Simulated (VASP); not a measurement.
A run of VASP 6.6.1:

run.py

```python
from ase import Atoms
from ase.calculators.vasp import Vasp
from ase.dft.bandgap import bandgap

atoms = Atoms(
    ['W', 'Zr', 'Mg', 'Mg', 'Mg', 'Mg', 'Mg', 'Mg'],
    cell=[[4.942009, 0.0, 0.0], [0.0, 3.039532, 5.5742655], [0.0, -3.039532, 5.5742655]],
    scaled_positions=[[0.5, 0.698447, 0.698447], [0.0, 0.800493, 0.800493], [0.5, 0.175336, 0.175336], [0.5, 0.680937, 0.174545], [0.5, 0.174545, 0.680937], [0.0, 0.328563, 0.328563], [0.0, 0.814569, 0.327109], [0.0, 0.327109, 0.814569]],
    pbc=True,
)
calc = Vasp(
    directory='calc',
    xc='rpbe',
    pp='PBE',
    setups={'base': 'minimal', 'W': '_sv'},
    prec='Accurate',
    encut=520,
    ediff=1e-06,
    ismear=0,
    sigma=0.05,
    lreal=False,
    lasph=True,
    nelm=100,
    algo='Fast',
    isif=2,
    lwave=False,
    lcharg=True,
    lelf=True,
    lvhar=True,
    kpts=[6, 5, 5],
    gamma=True,
)
atoms.calc = calc

print('energy (eV):', atoms.get_potential_energy())
print('free energy (eV):', atoms.get_potential_energy(force_consistent=True))
print('forces (eV/A):')
print(atoms.get_forces())
print('stress (eV/A^3, Voigt):', atoms.get_stress())
print('Fermi level (eV):', calc.get_fermi_level())
gap, top, bottom = bandgap(calc)
print('band gap (eV):', gap, 'from (spin, k, band)', top, 'to', bottom)
```

Potentials or basis: VASP PAW PBE potentials, release 64 (W_sv, Zr_sv, Mg).

Run with:

```console
$ python run.py
```

Hardware: 1 thread of AMD EPYC 9R45 96-Core Processor (Zen 5) (shared host).

Question: How long does it take, and how much memory?

Answer: It took 2.6 min on 1 thread of AMD EPYC 9R45 96-Core Processor (Zen 5), with other jobs on the host, peak memory 0.36 GiB. Counts: scf iterations 21, k points 36.
